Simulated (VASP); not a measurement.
# TlPd (P4/mmm) in VASP: further runs, part 2 of 2

VASP 6.6.1.

**3. Single point, PBE**

Contents of INCAR:

```
  PREC = Accurate
  ENCUT = 520
  EDIFF = 1E-7
  ISMEAR = -5
  SIGMA = 0.1
  LREAL = F
  LASPH = T
  NELM = 60
  ALGO = Fast
  ISIF = 2
  LWAVE = F
  LCHARG = T
  GGA = PE
  LELF = T
  LVHAR = T
  NBANDS = 18
```

Contents of KPOINTS:

```
Automatic mesh
0
Gamma
  6 6 5
```

Contents of POSCAR:

```
TlPd
1.0
    3.1522810000      0.0000000000      0.0000000000
    0.0000000000      3.1522810000      0.0000000000
    0.0000000000      0.0000000000      3.7805300000
Tl Pd
1 1
Direct
    0.0000000000      0.0000000000      0.0000000000
    0.5000000000      0.5000000000      0.5000000000
```

Potentials or basis: VASP PAW PBE potentials, release 64 (Tl_d, Pd).

Started as:

```sh
> cat potpaw_PBE.64/Tl_d/POTCAR potpaw_PBE.64/Pd/POTCAR > POTCAR
> mpirun -np 1 vasp_std > vasp.out
```

It took 7.6 s on 1 thread of Intel Xeon 6975P-C (Granite Rapids), shared host; peak memory 0.15 GiB.

It converged, with:

- Free energy: -7.5760 eV
- Pressure: 5.2 GPa
- Band gap on the k mesh: none (metal or under the smearing width)

Stress tensor (GPa, compression positive):
```
5.89 0.00 0.00
0.00 5.89 0.00
0.00 0.00 3.96
```

Levels at points of the mesh, in eV from the Fermi level:
```csv
k point,band 9,band 10,band 11,band 12,band 13,band 14,band 15,band 16
"(0.00, 0.00, 0.00)",-2.06,-2.06,-1.78,1.31,5.81,5.84,5.84,11.84
"(0.50, 0.00, 0.00)",-3.48,-2.67,-2.21,-0.52,7.58,7.62,8.77,9.22
"(0.50, 0.50, 0.00)",-2.53,-1.53,-1.53,-1.23,0.44,4.08,7.56,9.27
```

Caveat: tetrahedron occupations give inexact forces and stress in metals. The run has no spin-orbit coupling, so splittings on Tl are missing.

**4. Single point, PBE, collinear spin, zero start**

Contents of INCAR:

```
  ALGO = Normal
  EDIFF = 1E-7
  ENCUT = 520
  GGA = PE
  ISIF = 2
  ISMEAR = -1
  ISPIN = 2
  LASPH = True
  LCHARG = False
  LMAXMIX = 4
  LORBIT = 11
  LREAL = False
  LWAVE = False
  MAGMOM = 0 0
  NBANDS = 22
  NELM = 150
  PREC = Accurate
  SIGMA = 0.0121
```

Contents of KPOINTS:

```
k-points
0
Gamma
  6 6 5
```

POSCAR is that of step 3.

Potentials or basis: VASP PAW PBE potentials, release 64 (Tl_d, Pd).

Started as:

```sh
> cat potpaw_PBE.64/Tl_d/POTCAR potpaw_PBE.64/Pd/POTCAR > POTCAR
> mpirun -np 1 vasp_std > vasp.out
```

OUTCAR:

```text
EDIFF = 1E-7
   ENCUT = 520
   GGA = PE
   ISIF = 2
   ISMEAR = -1
   ISPIN = 2
   LASPH = True
   LORBIT = 11
   LREAL = False
   NELM = 150
   PREC = Accurate

 ion  position               nearest neighbor table
   1  0.000  0.000  0.000-   2 2.92   2 2.92   2 2.92   2 2.92   2 2.92   2 2.92   2 2.92   2 2.92

   2  0.500  0.500  0.500-   1 2.92   1 2.92   1 2.92   1 2.92   1 2.92   1 2.92   1 2.92   1 2.92

  LATTYP: Found a simple tetragonal cell.
 ALAT       =     3.1522810000
 C/A-ratio  =     1.1992998086

  Lattice vectors:

 A1 = (   3.1522810000,   0.0000000000,   0.0000000000)
 A2 = (   0.0000000000,   3.1522810000,   0.0000000000)
 A3 = (   0.0000000000,   0.0000000000,   3.7805300000)

Analysis of symmetry for initial positions (statically):
=====================================================================
 Subroutine PRICEL returns:
 Original cell was already a primitive cell.

 Routine SETGRP: Setting up the symmetry group for a
 simple tetragonal supercell.

[... 802 lines left out ...]
      5      -1.7736      1.00000
      6      -0.9795      1.00000
[... 589 lines left out ...]
     21      27.3110      0.00000
     22      28.2462      0.00000

 [... further k-points ...]

------------------------ aborting loop because EDIFF is reached ----------------------------------------

  FORCE on cell =-STRESS in cart. coord.  units (eV):
  Direction    XX          YY          ZZ          XY          YZ          ZX
  --------------------------------------------------------------------------------------
  -------------------------------------------------------------------------------------
  Total        1.5455499      1.5455499      0.6451218      0.0000000     -0.0000000      0.0000000
  in kB       65.9160358     65.9160358     27.5137465      0.0000000     -0.0000000      0.0000000
  external PRESSURE =      53.1152727 kB  Pullay stress =       0.0000000 kB

 VOLUME and BASIS-vectors are now :
 -----------------------------------------------------------------------------
  energy-cutoff  :      520.00
  volume of cell :       37.57
      direct lattice vectors                 reciprocal lattice vectors
     3.152281000  0.000000000  0.000000000     0.317230602  0.000000000  0.000000000
     0.000000000  3.152281000  0.000000000     0.000000000  0.317230602  0.000000000
     0.000000000  0.000000000  3.780530000     0.000000000  0.000000000  0.264513177

 POSITION                                       TOTAL-FORCE (eV/Angst)
 -----------------------------------------------------------------------------------
      0.00000      0.00000      0.00000         0.000000      0.000000      0.000000
      1.57614      1.57614      1.89027         0.000000      0.000000      0.000000
 -----------------------------------------------------------------------------------
    total drift:                                0.000000      0.000000     -0.000000

  FREE ENERGIE OF THE ION-ELECTRON SYSTEM (eV)
  ---------------------------------------------------
  free  energy   TOTEN  =        -7.5795808865 eV

  energy  without entropy=       -7.5792772909  energy(sigma->0) =       -7.57942909

 total charge

# of ion       s       p       d       tot
------------------------------------------
    1        1.032   0.591   9.675  11.297
    2        0.376   0.328   8.675   9.378
--------------------------------------------------
tot          1.407   0.919  18.349  20.676

 magnetization (x)

# of ion       s       p       d       tot
------------------------------------------
    1       -0.000  -0.000   0.000   0.000
    2        0.000   0.000   0.000   0.000
--------------------------------------------------
tot          0.000   0.000   0.000   0.000
```

It took 14 s on 1 thread of Intel Xeon 6975P-C (Granite Rapids), shared host; peak memory 0.17 GiB.

Results:

```yaml
Free_energy: -7.5796 eV
Pressure: 5.3 GPa
Band_gap_on_the_k_mesh: none (metal or under the smearing width)
Net_moment: 0.00 μB per cell
Valence_electrons_inside_the_program's_atomic_spheres: Tl 11.30; Pd 9.38
```

Spin-orbit coupling is left out, which matters for the levels of Tl.

**5. Overview**

```csv
spin,smearing,gap on the mesh (eV),pressure (GPa)
off,fermi-dirac 0.0121 eV,none,5.3
off,tetrahedron,none,5.2
"collinear, zero start",fermi-dirac 0.0121 eV,none,5.3
```

Alike in all rows: task single point; level PBE; potentials or basis VASP PAW PBE potentials, release 64 (Tl_d, Pd); cell as given; k mesh 6 × 6 × 5; cutoff (eV) 520.

Every run on the cell as given and a fine mesh finds a metal.

Caveats: tetrahedron occupations give inexact forces and stress in metals (some runs).

Absolute energies hang on the potentials; compare differences alone.
